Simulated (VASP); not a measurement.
Level of theory: PBE GGA with D3 dispersion (Becke-Johnson damping), VASP's PBE PAW potentials (set 64) (plane waves; VASP).

A VASP calculation is set up with these files.

### POSCAR
```
Tl
1
    1.7452920909    -3.0229346811     0.0000000000
    1.7452920909     3.0229346811     0.0000000000
    0.0000000000     0.0000000000     5.5920783115
Tl
2
Direct
  0.3333330000   0.6666670000   0.2500000000
  0.6666670000   0.3333330000   0.7500000000
```

### KPOINTS
```
Automatic mesh
0
G
 11 11 6
```

### INCAR
```
ALGO = Normal
EDIFF = 1E-6
EDIFFG = -0.01
ENCUT = 520
GGA = PE
IBRION = 2
ISIF = 3
ISMEAR = 1
IVDW = 12
LASPH = T
LCHARG = F
LMAXMIX = 4
LREAL = F
LWAVE = F
NELM = 100
NSW = 60
PREC = Accurate
SIGMA = 0.1
SYSTEM = Tl
```

POTCAR, in this order: Tl_d (PBE.64 set). Program: vasp_std.

Task: What will the output report for the number of irreducible k-points (NKPTS), largest plane-wave count, number of space-group operations, FFT grid (NGX, NGY, NGZ)?

Result: 
The number of irreducible k-points (NKPTS) is 64 and the largest plane-wave count is 1617. The number of space-group operations is 24 and the FFT grid (NGX, NGY, NGZ) comes out as 28 × 28 × 42.

The compound is Tl in the hcp structure. It was relaxed first. The start is the result of an earlier pass.
